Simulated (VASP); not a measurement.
Runs of VASP 6.6.1 on Ag. It takes space group Fm-3m (No. 225, cubic). Conventional cell: a = 4.085 Å, b = 4.085 Å, c = 4.085 Å, α = 90.00°, β = 90.00°, γ = 90.00°. Ag (site symmetry m-3m) has 12 Ag at 2.89 Å as nearest neighbours. 

```tsv
level	potentials or basis	U	k mesh	grid for exact exchange (PRECFOCK)	screening parameter	pressure (GPa)	moment (μB)
r2SCAN	VASP PAW PBE potentials, release 64 (Ag)	-	16 × 16 × 16	-	-	(b)	0.00
LDA	VASP PAW LDA potentials, release 64 (Ag)	-	16 × 16 × 16	-	-	-7.3	0.00
HSE06	VASP PAW PBE potentials, release 64 (Ag)	-	10 × 10 × 10	Normal	0.2 1/A	(a)	0.00
PBE+U	VASP PAW PBE potentials, release 64 (Ag)	Ag d U = 2 eV	16 × 16 × 16	-	-	4.0	0.00
PBE+U	VASP PAW PBE potentials, release 64 (Ag)	Ag d U = 4 eV	16 × 16 × 16	-	-	3.5	0.00
```

Alike in all rows: task band structure; spin non-collinear, zero start, SOC; cell as given; cutoff (eV) 520; smearing fermi-dirac 0.05 eV.

Problem. Estimate the missing entries.

Solution. (a) 4.1; (b) 1.5.

Caveats: the PAW data sets were made with another functional, which shifts forces and pressure a little (some runs); the U is typed as a test and isn't derived for this compound (some runs).

Not every run made on this cell is shown here.
